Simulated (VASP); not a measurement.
Output of a VASP run:

OSZICAR:
```
       N       E                     dE             d eps       ncg     rms          rms(c)
DAV:   1     0.437958239340E+02    0.43796E+02   -0.68658E+03  2296   0.118E+03
DAV:   2    -0.157372940965E+02   -0.59533E+02   -0.56251E+02  3080   0.236E+02
DAV:   3    -0.184451156540E+02   -0.27078E+01   -0.26836E+01  2954   0.421E+01
DAV:   4    -0.184809162046E+02   -0.35801E-01   -0.35729E-01  2901   0.459E+00
DAV:   5    -0.184813987491E+02   -0.48254E-03   -0.48242E-03  3043   0.443E-01    0.283E+01
DAV:   6    -0.163364225227E+02    0.21450E+01   -0.18962E+01  2660   0.268E+01    0.257E+01
DAV:   7    -0.161561721637E+02    0.18025E+00   -0.14353E+00  2639   0.793E+00    0.175E+01
DAV:   8    -0.161595256092E+02   -0.33534E-02   -0.12034E-01  2531   0.360E+00    0.567E+00
DAV:   9    -0.161545916632E+02    0.49339E-02   -0.19314E-02  2813   0.104E+00    0.475E-01
DAV:  10    -0.161548140005E+02   -0.22234E-03   -0.59406E-04  3079   0.231E-01    0.339E-01
DAV:  11    -0.161547965733E+02    0.17427E-04   -0.98467E-05  2798   0.734E-02    0.255E-02
DAV:  12    -0.161547974325E+02   -0.85918E-06   -0.37281E-06  2868   0.206E-02    0.106E-02
DAV:  13    -0.161547969163E+02    0.51624E-06   -0.75194E-07  2974   0.593E-03    0.378E-03
DAV:  14    -0.161547970026E+02   -0.86354E-07   -0.31343E-08  1786   0.188E-03
   1 F= -.16939955E+02 E0= -.16939955E+02  d E =0.000000E+00
```

**OUTCAR**
```
------------------------ aborting loop because EDIFF is reached ----------------------------------------
 Edisp (eV)   -0.78516
  FORCE on cell =-STRESS in cart. coord.  units (eV):
  Direction    XX          YY          ZZ          XY          YZ          ZX
  --------------------------------------------------------------------------------------
  Total      -0.00692    -0.00692    -0.00692    -0.00000     0.00000    -0.00000
  in kB      -0.36857    -0.36857    -0.36857    -0.00000     0.00000    -0.00000
  external pressure =       -0.37 kB  Pullay stress =        0.00 kB
  volume of cell :       30.09
      direct lattice vectors                 reciprocal lattice vectors
     0.000000000  2.468767007  2.468767007    -0.202530250  0.202530250  0.202530250
     2.468767007  0.000000000  2.468767007     0.202530250 -0.202530250  0.202530250
     2.468767007  2.468767007  0.000000000     0.202530250  0.202530250 -0.202530250
 POSITION                                       TOTAL-FORCE (eV/Angst)
 -----------------------------------------------------------------------------------
      0.00000      0.00000      0.00000         0.000000      0.000000      0.000000
      2.46877      2.46877      2.46877         0.000000      0.000000      0.000000
 -----------------------------------------------------------------------------------
    total drift:                                0.000000      0.000000      0.000000
  FREE ENERGIE OF THE ION-ELECTRON SYSTEM (eV)
  ---------------------------------------------------
  free  energy   TOTEN  =       -16.9399548493 eV

  energy  without entropy=      -16.9399548493  energy(sigma->0) =      -16.93995485

 total charge

# of ion       s       p       d       tot
------------------------------------------
    1        0.267   6.631   1.310   8.207
    2        1.250   2.404   0.000   3.654
--------------------------------------------------
tot          1.516   9.035   1.310  11.861
```
(Selected blocks of OUTCAR.)

File POSCAR:
```
GdN
1
    0.0000000000     2.4687670066     2.4687670066
    2.4687670066     0.0000000000     2.4687670066
    2.4687670066     2.4687670066     0.0000000000
Gd N
1 1
Direct
  0.0000000000   0.0000000000   0.0000000000
  0.5000000000   0.5000000000   0.5000000000
```

**Question.** Write an INCAR and KPOINTS that could have produced this output.

**Answer.** Several could match; the one computed here: the input of the run itself, PBE GGA with D3 dispersion (Becke-Johnson damping), plane waves, VASP's PBE PAW potentials (set 64).

### INCAR
```
! general
SYSTEM  = GdN
PREC    = Accurate
ENCUT   = 520
LREAL   = .False.
LASPH   = .True.

! electronic loop
EDIFF   = 1E-7
NELM    = 100
ALGO    = Normal
LMAXMIX = 6

! smearing
ISMEAR  = -5

! functional
GGA     = PE
IVDW    = 12

! ions
ISIF    = 2

! output
LWAVE   = .False.
LCHARG  = .True.
LORBIT  = 11
NEDOS   = 601
```

File KPOINTS:
```
Automatic mesh
0
gamma
14 14 14
```

POTCAR, in this order: Gd_3 N (PBE.64 set). Program: vasp_std.

The 4f electrons are frozen in the core of the lanthanide potential, so 4f levels, which can set the real gap, and their magnetism are missing. For a metal the tetrahedron method with Blöchl corrections gives inexact stress and forces.

The compound is GdN in the rock salt structure. It was relaxed first.
